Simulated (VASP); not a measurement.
**Cs2AgBiBr6: input slips in a band-gap run and what they do**

Aim: see how common mistakes in a band-structure run show up, on Cs2AgBiBr6. The starting structure is a cell with measured lattice constants from the literature and the atomic positions of a computed structure of the Materials Project. The atoms were first relaxed with LDA in that cell, in a run that isn't shown, and the relaxed structure is the one below.

Method: Kohn-Sham DFT with plane waves and PAW; LDA, in VASP 6.6.1.

## 1. Set-up

The structure is cubic, space group Fm-3m (No. 225). Conventional cell: a = 11.267 Å, b = 11.267 Å, c = 11.267 Å, α = 90.00°, β = 90.00°, γ = 90.00°. Bi has 6 Br at 2.86 Å nearest. Cs has 12 Br at 3.98 Å nearest. Nearest to Ag lie 6 Br at 2.77 Å. Nearest to Br lie 1 Ag at 2.77 Å and 1 Bi at 2.86 Å and 4 Cs at 3.98 Å. Farther neighbours and most contacts between anions are not listed.

Structure file:

```xyz
10
Lattice="0.0000 5.6333 5.6333 5.6333 0.0000 5.6333 5.6333 5.6333 0.0000" Properties=species:S:1:pos:R:3 pbc="T T T"
Bi    0.0000    0.0000    0.0000
Cs    2.8167    2.8167    2.8167
Cs    8.4500    8.4500    8.4500
Ag    5.6333    5.6333    5.6333
Br    5.6333    5.6333    8.4064
Br    5.6333    8.4064    5.6333
Br    5.6333    2.8602    5.6333
Br    8.4064    5.6333    5.6333
Br    5.6333    5.6333    2.8602
Br    2.8602    5.6333    5.6333
```

## 2. Reference bands

File INCAR:

```
SYSTEM = Cs2AgBiBr6
PREC = Accurate
ENCUT = 350
EDIFF = 1E-06
NELM = 100
ISMEAR = 0
SIGMA = 0.03
LREAL = .FALSE.
ALGO = Normal
GGA = CA
NBANDS = 67
LASPH = .TRUE.
LORBIT = 11
LWAVE = .FALSE.
LCHARG = .FALSE.
KPAR = 8
NCORE = 2
```

File POSCAR:

```
Cs2AgBiBr6
1.0
    0.0000000000      5.6333000000      5.6333000000
    5.6333000000      0.0000000000      5.6333000000
    5.6333000000      5.6333000000      0.0000000000
Bi Cs Ag Br
1 2 1 6
Direct
    0.0000000000      0.0000000000      0.0000000000
    0.2500000000      0.2500000000      0.2500000000
    0.7500000000      0.7500000000      0.7500000000
    0.5000000000      0.5000000000      0.5000000000
    0.7461344694      0.7461344694      0.2538655306
    0.7461344694      0.2538655306      0.7461344694
    0.2538655306      0.7461344694      0.2538655306
    0.2538655306      0.7461344694      0.7461344694
    0.2538655306      0.2538655306      0.7461344694
    0.7461344694      0.2538655306      0.2538655306
```

File KPOINTS:

```
Automatic mesh
0
Gamma
4 4 4
0 0 0
```

File KPOINTS_OPT:

```
Line mode
8
Line-mode
Reciprocal
  0.00000000   0.00000000   0.00000000 GAMMA
  0.50000000   0.00000000   0.50000000 X

  0.50000000   0.00000000   0.50000000 X
  0.50000000   0.25000000   0.75000000 W

  0.50000000   0.25000000   0.75000000 W
  0.37500000   0.37500000   0.75000000 K

  0.37500000   0.37500000   0.75000000 K
  0.00000000   0.00000000   0.00000000 GAMMA

  0.00000000   0.00000000   0.00000000 GAMMA
  0.50000000   0.50000000   0.50000000 L

  0.50000000   0.50000000   0.50000000 L
  0.62500000   0.25000000   0.62500000 U

  0.62500000   0.25000000   0.62500000 U
  0.50000000   0.25000000   0.75000000 W

  0.50000000   0.25000000   0.75000000 W
  0.50000000   0.50000000   0.50000000 L

  0.50000000   0.50000000   0.50000000 L
  0.37500000   0.37500000   0.75000000 K

  0.62500000   0.25000000   0.62500000 U
  0.50000000   0.00000000   0.50000000 X
```

The projector-augmented-wave data sets are Bi_d, Cs_sv, Ag and Br (LDA family, release 64).

Started as:

```sh
$ mpirun -np 16 vasp_std
```

Log:

```text
[banner, memory and clock lines left out]
running   16 mpi-ranks, on    1 nodes
 distrk:  each k-point on    2 cores,    8 groups
 distr:  one band on    2 cores,    1 groups

 POSCAR found type information on POSCAR BiCsAgBr
 POSCAR found :  4 types and      10 ions
 LDA part: xc-table for (Slater(with rela. corr.)+CA(PZ))
 , standard interpolation
 POSCAR, INCAR and KPOINTS ok, starting setup
 FFT: planning ... GRIDC
 FFT: planning ... GRID_SOFT
 FFT: planning ... GRID
 WAVECAR not read
 entering main loop
       N       E                     dE             d eps       ncg     rms          rms(c)
DAV:   1     0.563344822677E+03    0.56334E+03   -0.29053E+04  1128   0.828E+02
DAV:   2     0.230471597835E+02   -0.54030E+03   -0.51478E+03  1298   0.219E+02
DAV:   3    -0.339827660271E+02   -0.57030E+02   -0.56571E+02  1304   0.849E+01
DAV:   4    -0.354979764259E+02   -0.15152E+01   -0.15120E+01  1293   0.168E+01
DAV:   5    -0.355380471877E+02   -0.40071E-01   -0.40062E-01  1464   0.249E+00    0.833E+00
DAV:   6    -0.342792920995E+02    0.12588E+01   -0.16603E+00  1394   0.749E+00    0.566E+00
DAV:   7    -0.341879748003E+02    0.91317E-01   -0.95699E-01  1352   0.295E+00    0.248E+00
DAV:   8    -0.341739813632E+02    0.13993E-01   -0.88019E-02  1290   0.116E+00    0.649E-01
DAV:   9    -0.341722782283E+02    0.17031E-02   -0.74046E-03  1256   0.373E-01    0.110E-01
DAV:  10    -0.341723747673E+02   -0.96539E-04   -0.96149E-04  1365   0.949E-02    0.763E-02
DAV:  11    -0.341724067373E+02   -0.31970E-04   -0.16702E-04  1328   0.496E-02    0.133E-02
DAV:  12    -0.341724023811E+02    0.43561E-05   -0.18185E-05  1301   0.211E-02    0.759E-03
DAV:  13    -0.341724026462E+02   -0.26504E-06   -0.44304E-06  1368   0.626E-03
   1 F= -.34172403E+02 E0= -.34172403E+02  d E =-.478684E-14
 Start KPOINTS_OPT (optional k-point list driver)
k-point batch [1-8\80]
       N       E                     dE             ncg
DAV:   1    -0.159618424684E+03   -0.57163E+04     1128
DAV:   2    -0.437272994525E+04   -0.42131E+04     1298
DAV:   3    -0.481966928655E+04   -0.44694E+03     1264
DAV:   4    -0.483130708752E+04   -0.11638E+02     1309
DAV:   5    -0.483161249575E+04   -0.30541E+00     1480
DAV:   6    -0.483162024462E+04   -0.77489E-02     1352
DAV:   7    -0.483162072641E+04   -0.48178E-03     1624
DAV:   8    -0.483162072835E+04   -0.19411E-05     1168
DAV:   9    -0.483162072841E+04   -0.60253E-07      864
[...]
k-point batch [73-80\80]
       N       E                     dE             ncg
DAV:   1    -0.114875305695E+03   -0.10544E+05     1112
DAV:   2    -0.438882933825E+04   -0.42740E+04     1293
DAV:   3    -0.483417995067E+04   -0.44535E+03     1336
DAV:   4    -0.484599153155E+04   -0.11812E+02     1352
DAV:   5    -0.484630286897E+04   -0.31134E+00     1477
DAV:   6    -0.484631103766E+04   -0.81687E-02     1448
DAV:   7    -0.484631158840E+04   -0.55073E-03     1632
DAV:   8    -0.484631159059E+04   -0.21915E-05     1272
DAV:   9    -0.484631159065E+04   -0.60178E-07      920
```

It took 62 s on 16 MPI ranks of Intel Xeon 6975P-C (Granite Rapids), shared host; peak memory 4.9 GiB.

The logs omit lines about the potential files and the build; timing stands in the text.

OUTCAR, selected parts (step 2):

```text
ion  position               nearest neighbor table
   1  0.000  0.000  0.000-   5 2.86   6 2.86   7 2.86   8 2.86   9 2.86  10 2.86
   2  0.250  0.250  0.250-
   3  0.750  0.750  0.750-
   4  0.500  0.500  0.500-   5 2.77   6 2.77   7 2.77   8 2.77   9 2.77  10 2.77
   5  0.746  0.746  0.254-   4 2.77   1 2.86
   6  0.746  0.254  0.746-   4 2.77   1 2.86
   7  0.254  0.746  0.254-   4 2.77   1 2.86
   8  0.254  0.746  0.746-   4 2.77   1 2.86
   9  0.254  0.254  0.746-   4 2.77   1 2.86
  10  0.746  0.254  0.254-   4 2.77   1 2.86

  LATTYP: Found a face centered cubic cell.
 ALAT       =    11.2666000000

 Subroutine GETGRP returns: Found 48 space group operations
 (whereof 48 operations were pure point group operations)

The static configuration has the point symmetry O_h .

 Found      8 irreducible k-points:

   k-points           NKPTS =      8   k-points in BZ     NKDIM =      8   number of bands    NBANDS=     67

   dimension x,y,z NGX =    50 NGY =   50 NGZ =   50
   dimension x,y,z NGXF=   100 NGYF=  100 NGZF=  100

   ENCUT  =  350.0 eV  25.72 Ry    5.07 a.u.  12.15 12.15 12.15*2*pi/ulx,y,z

   NELECT =      86.0000    total number of electrons

 k-points in reciprocal lattice and weights: Automatic mesh
   0.00000000  0.00000000  0.00000000       0.016
   0.25000000  0.00000000  0.00000000       0.125
   0.50000000  0.00000000  0.00000000       0.062
   0.25000000  0.25000000  0.00000000       0.094
   0.50000000  0.25000000  0.00000000       0.375
  -0.25000000  0.25000000  0.00000000       0.188
   0.50000000  0.50000000  0.00000000       0.047
  -0.25000000  0.50000000  0.25000000       0.094

 average (electrostatic) potential at core
       1-110.0502       2 -48.0254       3 -48.0254       4 -76.6468       5 -69.7200
       6 -69.7200       7 -69.7200       8 -69.7200       9 -69.7200      10 -69.7200

 E-fermi :   1.3349

 k-point     1 :       0.0000    0.0000    0.0000
  band No.  band energies     occupation
    ...
     39       0.0496      2.00000
     40       0.0496      2.00000
     41       0.0496      2.00000
     42       0.5910      2.00000
     43       0.5910      2.00000
     44       3.2158      0.00000
     45       3.2158      0.00000
     46       3.2158      0.00000
     47       4.4981      0.00000
     48       5.4952      0.00000
    ...

 k-point     2 :       0.2500    0.0000    0.0000
  band No.  band energies     occupation
    ...
     39      -0.2739      2.00000
     40      -0.2739      2.00000
     41      -0.0524      2.00000
     42       0.1884      2.00000
     43       0.1884      2.00000
     44       2.7316      0.00000
     45       3.9361      0.00000
     46       3.9361      0.00000
     47       5.0743      0.00000
     48       5.8533      0.00000
    ...

 k-point     3 :       0.5000    0.0000    0.0000
  band No.  band energies     occupation
    ...
     39      -0.2803      2.00000
     40      -0.2803      2.00000
     41      -0.2755      2.00000
     42       0.0044      2.00000
     43       0.0044      2.00000
     44       2.2476      0.00000
     45       4.6315      0.00000
     46       4.6315      0.00000
     47       5.8759      0.00000
     48       5.9957      0.00000
    ...

  Total       -4.5625718     -4.5625718     -4.5625718      0.0000000     -0.0000000      0.0000000
  in kB      -20.4456845    -20.4456845    -20.4456845      0.0000000     -0.0000000      0.0000000
  external PRESSURE =     -20.4456845 kB  Pullay stress =       0.0000000 kB

  energy-cutoff  :      350.00
  volume of cell :      357.54
      direct lattice vectors                 reciprocal lattice vectors
     0.000000000  5.633300000  5.633300000    -0.088757922  0.088757922  0.088757922
     5.633300000  0.000000000  5.633300000     0.088757922 -0.088757922  0.088757922
     5.633300000  5.633300000  0.000000000     0.088757922  0.088757922 -0.088757922

 POSITION                                       TOTAL-FORCE (eV/Angst)
 -----------------------------------------------------------------------------------
      0.00000      0.00000      0.00000         0.000000      0.000000      0.000000
      2.81665      2.81665      2.81665         0.000000     -0.000000      0.000000
      8.44995      8.44995      8.44995         0.000000      0.000000      0.000000
      5.63330      5.63330      5.63330         0.000000     -0.000000      0.000000
      5.63330      5.63330      8.40640         0.000000      0.000000     -0.005427
      5.63330      8.40640      5.63330         0.000000     -0.005427      0.000000
      5.63330      2.86020      5.63330         0.000000      0.005427      0.000000
      8.40640      5.63330      5.63330        -0.005427      0.000000      0.000000
      5.63330      5.63330      2.86020         0.000000      0.000000      0.005427
      2.86020      5.63330      5.63330         0.005427      0.000000      0.000000
 -----------------------------------------------------------------------------------
    total drift:                                0.000000     -0.000000     -0.000000

  FREE ENERGIE OF THE ION-ELECTRON SYSTEM (eV)
  ---------------------------------------------------
  free  energy   TOTEN  =       -34.1724026462 eV

  energy  without entropy=      -34.1724026462  energy(sigma->0) =      -34.17240265

 total charge
# of ion       s       p       d       tot
------------------------------------------
    1        1.645   0.961   9.972  12.577
    2        1.836   4.683   0.018   6.537
    3        1.836   4.683   0.018   6.537
    4        0.262   0.195   9.291   9.748
    5        1.614   3.214   0.013   4.841
    6        1.614   3.214   0.013   4.841
    7        1.614   3.214   0.013   4.841
    8        1.614   3.214   0.013   4.841
    9        1.614   3.214   0.013   4.841
   10        1.614   3.214   0.013   4.841
--------------------------------------------------
tot         15.262  29.806  19.377  64.445

[... 3 further parts left out ...]
```

Spin-orbit coupling is off here; with elements this heavy it can split and shift levels by tenths of an eV, and by up to about 1 eV where a band edge is a 6p state. At this level the cell is under a tension of 2.0 GPa, so at these settings it is away from equilibrium.

The reference gap is 1.065 eV.

## 3. Bands with one electron missing

A slip made on purpose: one electron missing. Against step 2 the input has NELECT = 85 (also changed: NELM).

Changes to INCAR since step 2:

```diff
@@ -4,3 +4,3 @@
 EDIFF = 1E-06
-NELM = 100
+NELM = 60
 ISMEAR = 0
@@ -17 +17,2 @@
 NCORE = 2
+NELECT = 85
```

POSCAR is that of step 2.

KPOINTS is that of step 2.

KPOINTS_OPT is that of step 2.

Started as:

```sh
$ mpirun -np 16 vasp_std
```

Log:

```text
[... set-up lines as in an earlier step ...]
 entering main loop
       N       E                     dE             d eps       ncg     rms          rms(c)
DAV:   1     0.553059739524E+03    0.55306E+03   -0.28390E+04  1128   0.811E+02
DAV:   2     0.211813532680E+02   -0.53188E+03   -0.50761E+03  1298   0.216E+02
DAV:   3    -0.351344843031E+02   -0.56316E+02   -0.55795E+02  1304   0.840E+01
DAV:   4    -0.366238509182E+02   -0.14894E+01   -0.14856E+01  1293   0.166E+01
DAV:   5    -0.366636175433E+02   -0.39767E-01   -0.39757E-01  1464   0.247E+00BRMIX: very serious problems
 the old and the new charge density differ
 old charge density:    86.00000 new   85.00000
BRMIX: very serious problems
 the old and the new charge density differ
 old charge density:    86.00000 new   85.00000
BRMIX: very serious problems
 the old and the new charge density differ
 old charge density:    86.00000 new   85.00000
BRMIX: very serious problems
 the old and the new charge density differ
 old charge density:    86.00000 new   85.00000
BRMIX: very serious problems
 the old and the new charge density differ
[...]
1 F= -.34747084E+02 E0= -.34746375E+02  d E =-.141718E-02
 Start KPOINTS_OPT (optional k-point list driver)
k-point batch [1-8\80]
       N       E                     dE             ncg
DAV:   1    -0.382394957038E+03   -0.57973E+04     1128
DAV:   2    -0.453024450363E+04   -0.41478E+04     1290
DAV:   3    -0.496544251134E+04   -0.43520E+03     1272
DAV:   4    -0.497660718033E+04   -0.11165E+02     1293
DAV:   5    -0.497690470841E+04   -0.29753E+00     1512
DAV:   6    -0.497691101187E+04   -0.63035E-02     1341
DAV:   7    -0.497691140398E+04   -0.39211E-03     1632
DAV:   8    -0.497691140665E+04   -0.26742E-05     1160
DAV:   9    -0.497691140679E+04   -0.13355E-06      864
[...]
k-point batch [73-80\80]
       N       E                     dE             ncg
DAV:   1    -0.344728710787E+03   -0.10610E+05     1104
DAV:   2    -0.454994798016E+04   -0.42052E+04     1285
DAV:   3    -0.498423753283E+04   -0.43429E+03     1328
DAV:   4    -0.499538214458E+04   -0.11145E+02     1344
DAV:   5    -0.499567481187E+04   -0.29267E+00     1520
DAV:   6    -0.499568059449E+04   -0.57826E-02     1384
DAV:   7    -0.499568101138E+04   -0.41689E-03     1632
DAV:   8    -0.499568101291E+04   -0.15287E-05     1192
DAV:   9    -0.499568101295E+04   -0.46869E-07      984
```

Run time: 61 s. Hardware: 16 MPI ranks; peak memory 4.9 GiB.

From OUTCAR (step 3):

```text
  Total      -14.2971676    -14.2971676    -14.2971676     -0.0000000      0.0000000      0.0000000
  in kB      -64.0681160    -64.0681160    -64.0681160     -0.0000000      0.0000000      0.0000000
  external PRESSURE =     -64.0681160 kB  Pullay stress =       0.0000000 kB

 POSITION                                       TOTAL-FORCE (eV/Angst)
 -----------------------------------------------------------------------------------
      0.00000      0.00000      0.00000        -0.000000      0.000000     -0.000000
      2.81665      2.81665      2.81665        -0.000000     -0.000000     -0.000000
      8.44995      8.44995      8.44995        -0.000000      0.000000     -0.000000
      5.63330      5.63330      5.63330        -0.000000      0.000000     -0.000000
      5.63330      5.63330      8.40640        -0.000000      0.000000      0.038328
      5.63330      8.40640      5.63330        -0.000000      0.038328     -0.000000
      5.63330      2.86020      5.63330        -0.000000     -0.038328     -0.000000
      8.40640      5.63330      5.63330         0.038328      0.000000     -0.000000
      5.63330      5.63330      2.86020        -0.000000      0.000000     -0.038328
      2.86020      5.63330      5.63330        -0.038328      0.000000     -0.000000
 -----------------------------------------------------------------------------------
    total drift:                                0.000000     -0.000000     -0.000000

  FREE ENERGIE OF THE ION-ELECTRON SYSTEM (eV)
  ---------------------------------------------------
  free  energy   TOTEN  =       -34.7470835437 eV

  energy  without entropy=      -34.7456663589  energy(sigma->0) =      -34.74637495

[... 2 parts as in an earlier step ...]

[... 1 further part left out ...]
[key lines of the parts left out:]
E-fermi :   0.2169
```

With one electron missing there is no gap to read, since by its occupations the run counts as a metal (its levels may still leave one).

(Part 1 of 2 ends here.)

[Lines on the potential files, build, host, timing and source positions are cut from VASP's logs without a mark.]

[Logs are printed without paths, hosts, clocks, repeated set-up lines and the standing remarks that a program may print on its own settings, such as how far it seeks lower states.]

[Hosts, paths, dates, database ids (printed as entryN), source tags and the programs' standing remarks are cut or masked in the printed files.]
